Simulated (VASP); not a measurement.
## CdCl2 (space group R-3m): computed properties

All values below come from LDA (Ceperley-Alder, Perdew-Zunger), VASP's LDA PAW potentials (set 64) (plane waves; VASP 6.6.1).

| Quantity | Result |
|---|---|
| space group | R-3m (166) |
| cell | a = 3.765 Å, b = 3.765 Å, c = 16.846 Å, α = 90.00°, β = 90.00°, γ = 120.00° |
| volume per atom | 22.98 Å^3/atom |
| band gap (over mesh and band path) | 3.30 eV |
| smallest direct gap (over mesh and band path) | 3.56 eV |
| band-edge character without spin-orbit coupling | indirect, F to Γ |
| band gap with spin-orbit coupling | 3.29 eV |
| density | 4.42 g/cm³ |
| mean ε∞ (independent particles) | 4.19 |

CdCl2 is taken in the trigonal space group R-3m, hexagonal axes (No. 166), Pearson symbol hR3. Conventional cell: a = b = 3.765 Å, c = 16.846 Å, α = β = 90.00°, γ = 120.00°. Cd on 3a sees 6 Cl at 2.598 Å (octahedral). Cl on 6c is coordinated by 3 Cd at 2.598 Å (trigonal pyramidal). (Neighbours: up to the widest gap in distance over summed covalent radii, below 1.35, at either atom; cation-cation and far metal-metal contacts left out.)
(The calculation used a cell of 3 atoms; values per cell refer to that cell.)

The structure comes from a computed database's CdCl2 entry (R-3m); how it stands against other phases isn't given here. It was relaxed first, which changed the volume by -12 %. Symmetry was kept, so distortions that lower it aren't found.
